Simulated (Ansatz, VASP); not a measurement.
Two plane-wave programs on Na2CuBr2Cl2

Contents of INCAR:

```
ALGO = Normal ; EDIFF = 1E-7
ENCUT = 520 ; GGA = PE
ISIF = 2 ; ISMEAR = -1
LASPH = True ; LCHARG = False
LREAL = False ; LWAVE = False
NBANDS = 36 ; NELM = 100
PREC = Accurate ; SIGMA = 0.05
```

Contents of KPOINTS:

```
k-points
0
Gamma
  5 5 5
```

POSCAR

```
Na2CuBr2Cl2
1.0
    5.3156580000      0.0000000000      0.0000000000
    0.0000000000      5.3156580000      0.0000000000
    0.0000000000      0.0000000000      5.9918200000
Br Cu Cl Na
2 1 2 2
Direct
    0.5000000000      0.0000000000      0.0000000000
    0.0000000000      0.5000000000      0.0000000000
    0.5000000000      0.5000000000      0.0000000000
    0.5000000000      0.5000000000      0.5000000000
    0.0000000000      0.0000000000      0.5000000000
    0.5000000000      0.0000000000      0.5000000000
    0.0000000000      0.5000000000      0.5000000000
```

File input.yaml:

```yaml
crystal:
  lattice:
    - [5.315658, 0.0, 0.0]
    - [0.0, 5.315658, 0.0]
    - [0.0, 0.0, 5.99182]
  atoms:
    - { symbol: Br, position: [0.5, 0.0, 0.0] }
    - { symbol: Br, position: [0.0, 0.5, 0.0] }
    - { symbol: Cu, position: [0.5, 0.5, 0.0] }
    - { symbol: Cl, position: [0.5, 0.5, 0.5] }
    - { symbol: Cl, position: [0.0, 0.0, 0.5] }
    - { symbol: Na, position: [0.5, 0.0, 0.5] }
    - { symbol: Na, position: [0.0, 0.5, 0.5] }
hamiltonian:
  xc: pbe
  pseudopotentials: { kind: paw }
kpoints:
  mp_grid: { grid: [5, 5, 5] }
scf:
  occupations: { method: fermi_dirac, width: 0.05 }
output:
  forces: true
  stress: true
  eigenvalues: true
  write_density: true
  write_potential: true
  elf: true
  volumetric_format: npy
```

The cell comes from a database or a generator and needn't be the stable form of this composition.

Alike in both runs: task single point; functional PBE; k mesh 5 × 5 × 5; occupations fermi-dirac, width 0.05 eV; no spin polarisation.

|  | VASP | Ansatz |
| --- | --- | --- |
| version | VASP 6.6.1 | Ansatz 0.2.0 |
| potentials or method | VASP PAW PBE potentials, release 64 (Br, Cu, Cl, Na_pv) | Ansatz PAW |
| plane-wave cutoff (eV) | 520 | 420 |
| valence electrons in the cell | 53 | 65 |

|  | VASP | Ansatz | Ansatz less VASP |
| --- | --- | --- | --- |
| gap on the k mesh at the Fermi level (eV) | none | none | - |
| pressure (GPa) | -0.2 | -0.2 | -0.01 |
| largest component of the traceless stress (GPa) | 0.29 | 0.32 | +0.024 |

A gap of «none» marks a metal or a gap that the smearing closes. The functional is the same, so the differences come from potentials, cutoffs and numerics. The two sets of potentials don't hold the same shells in valence.

Caveats: an odd number of electrons without spin polarisation forces a metal; a magnetic or distorted state may lie lower; the run has no spin polarisation, though such a crystal can be magnetic; semilocal functionals often make such compounds metallic where correlation or magnetic order opens a gap, which also shifts bond lengths.
